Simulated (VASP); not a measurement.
Computed with PBE GGA with D4 dispersion, VASP's PBE PAW potentials (set 64) (plane waves; VASP).

Input for VASP

### POSCAR
```
WSe2
1.0
  1.6065872882  -2.7826904922   0.0000000000
  1.6065872882   2.7826904922   0.0000000000
  0.0000000000   0.0000000000  12.5880849128
W Se
2 4
Cartesian
  1.6065872882   0.9275653525   3.1470212282
  1.6065872882  -0.9275653525   9.4410636846
  1.6065872882   0.9275653525  11.0949787399
  1.6065872882  -0.9275653525   4.8009362835
  1.6065872882  -0.9275653525   1.4931061729
  1.6065872882   0.9275653525   7.7871486293
```

### INCAR
```
ALGO=Normal
EDIFF=1E-7
EDIFFG=-0.01
ENCUT=520
GGA=PE
IBRION=2
ISIF=4
ISMEAR=0
IVDW=13
LASPH=.True.
LCHARG=.False.
LMAXMIX=6
LREAL=.False.
LWAVE=.False.
NELM=100
NSW=30
PREC=Accurate
SIGMA=0.05
SYSTEM=WSe2
```

File KPOINTS:
```
Automatic mesh
0
Gamma
8 8 2
0 0 0
```

POTCAR, in this order: W_sv Se (PBE.64 set). Program: vasp_std.

Problem. Predict the energy per atom (σ→0), dispersion energy.

Solution. 
```json
{
  "energy per atom (σ→0)": "-7.664 eV/atom",
  "dispersion_energy": "-3.155 eV"
}
```

OSZICAR:
```
...
       N       E                     dE             d eps       ncg     rms          rms(c)
DAV:   1    -0.428300009365E+02    0.23886E-04   -0.91727E-04  1282   0.135E-01    0.261E-02
DAV:   2    -0.428300029260E+02   -0.19896E-05   -0.48982E-05  1458   0.283E-02    0.115E-02
DAV:   3    -0.428300019505E+02    0.97551E-06   -0.33684E-06  1483   0.995E-03    0.779E-03
DAV:   4    -0.428300015004E+02    0.45011E-06   -0.10926E-06  1395   0.531E-03    0.272E-03
DAV:   5    -0.428300013274E+02    0.17304E-06   -0.97469E-08   760   0.199E-03    0.506E-04
DAV:   6    -0.428300013839E+02   -0.56535E-07   -0.30570E-08   704   0.107E-03
   8 F= -.45985188E+02 E0= -.45985188E+02  d E =-.218582E-04
```

The compound is WSe2 in the 2H layered structure. This cell is one point of a volume scan, at 0.94 of the reference volume. Symmetry was kept, so distortions that lower it aren't found.
